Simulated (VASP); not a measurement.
Here is the system:

```
CELL_PARAMETERS angstrom
      0.00000     2.31182     2.31182
      2.31182     0.00000     2.31182
      2.31182     2.31182     0.00000
ATOMIC_POSITIONS crystal
  Li 0.25000 0.25000 0.25000
  Li 0.75000 0.75000 0.75000
  O  0.00000 0.00000 0.00000
```

All values below come from PBE GGA, VASP's PBE PAW potentials (set 64) (plane waves; VASP). Numerical set-up: 520 eV cut-off, 11×11×11 Γ-centred mesh, tetrahedra with Blöchl corrections, potentials Li_sv O.

Problem. The job: Li2O (antifluorite), 3 atoms, PBE, static run, 520 eV, 11×11×11 Γ-centred mesh. Roughly how much core time does it take on a busy server core?

Solution. About 10 core-seconds (one run on a shared machine, a rough figure). It had 56 irreducible k-points, 10 bands, up to 675 plane waves and 14 electronic steps.

The compound is Li2O in the antifluorite structure. It was relaxed first.
